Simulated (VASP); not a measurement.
Input:

```
CELL_PARAMETERS angstrom
      1.34715    -2.38094     0.00000
      1.34715     2.38094     0.00000
      0.00000     0.00000     4.44801
ATOMIC_POSITIONS crystal
  Re 0.33333 0.66667 0.25000
  Re 0.66667 0.33333 0.75000
```

Method: PBEsol GGA, VASP's PBE PAW potentials (set 64) (plane waves; VASP 6.6.1). Settings: 480 eV cut-off, 14×14×8 Γ-centred mesh, first-order Methfessel-Paxton smearing of 0.10 eV, potentials Re.

### Question
Give the stress tensor in GPa (positive for a compressed cell).

### Answer

```
15.01   0.00   0.00
 0.00   5.68   0.00
 0.00   0.00   5.26
```
The pressure is its mean diagonal, 8.65 GPa.

The compound is Re in the hcp structure. This cell was strained or had an atom moved on purpose.
